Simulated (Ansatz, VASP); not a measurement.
Equation of state of GdO under PBE

Space group F-43m (No. 216). a = 5.400 Å, b = 5.400 Å, c = 5.400 Å, α = 90.00°, β = 90.00°, γ = 90.00°
| atom | site | symmetry | x | y | z |
| --- | --- | --- | --- | --- | --- |
| Gd | 4a | -43m | 0.0000 | 0.0000 | 0.0000 |
| O | 4c | -43m | 0.2500 | 0.2500 | 0.2500 |

The cell was scaled at fixed shape and fractions and run with Ansatz, all-electron LAPW, scalar-relativistic; PBE, k mesh 9 × 9 × 9 on the cell of 2 atoms, fermi-dirac occupations of 0.05 eV, collinear spin, ferromagnetic start, no spin-orbit coupling. Energies are those that the program minimises, any entropy of the smearing included. For a metal such a mesh isn't converged to the digits shown. The magnetic state is the one that the start led to, which needn't be the lowest. Plain semilocal runs treat an open f shell poorly.

```csv
V (Å³/atom),energy over the lowest row (meV/atom)
18.5020,17.988
18.8957,6.610
19.2893,?
19.6830,0.000
20.0767,3.734
20.4703,11.546
20.8640,23.028
```

**Question.** Fit the third-order Birch-Murnaghan form, give V0, B0 and B′, and predict the energy left open.

**Answer.** With y = (V0/V)^(2/3), E = E0 + (9 V0 B0/16) [(y - 1)³ B′ + (y - 1)² (6 - 4y)]. Least squares through the rows shown give V0 = 19.5506 Å³/atom, E0 = -0.258 meV, B0 = 94.58 GPa (1 eV/Å³ = 160.218 GPa) and B′ = 4.15, with a largest miss of 0.004 meV. At V = 19.2893 the form with these constants gives 0.797 meV; the run gave 0.795 meV an atom. Other set-ups at this level, from all their volumes (Å³/atom, GPa): Ansatz, Ansatz PAW (earlier soft set): V0 19.546, B0 94.6; VASP, PBE PAW files Gd, O, 520 eV: V0 19.598, B0 95.19.

The fitted minimum lies slightly below the volume of the lowest computed row, and the withheld energy is recovered almost exactly. Since that point sits inside the sampled range, this supports a smooth interpolation near equilibrium but doesn't test the form under strong compression. B′ of 4.15 reflects the usual anharmonicity: short-range Pauli repulsion between the ion shells steepens faster on compression than the attraction weakens on expansion.

The cohesion comes mainly from Gd-O ionic attraction with some O 2p-Gd 5d covalency, balanced by that repulsion, whose steep rise supplies most of the stiffness. The compact, half-filled 4f shell takes little direct part in bonding, so its misplacement in energy probably affects the curve less than it would the spectrum. The close agreement in V0 and B0 between set-ups speaks for numerical consistency, not for the accuracy of the shared functional.

Gadolinium monoxide is known in the rock-salt structure, whose octahedral coordination packs the ions more densely; a minimum along this uniform scaling of the tetrahedral zinc-blende lattice establishes neither its phase stability nor its resistance to shear.
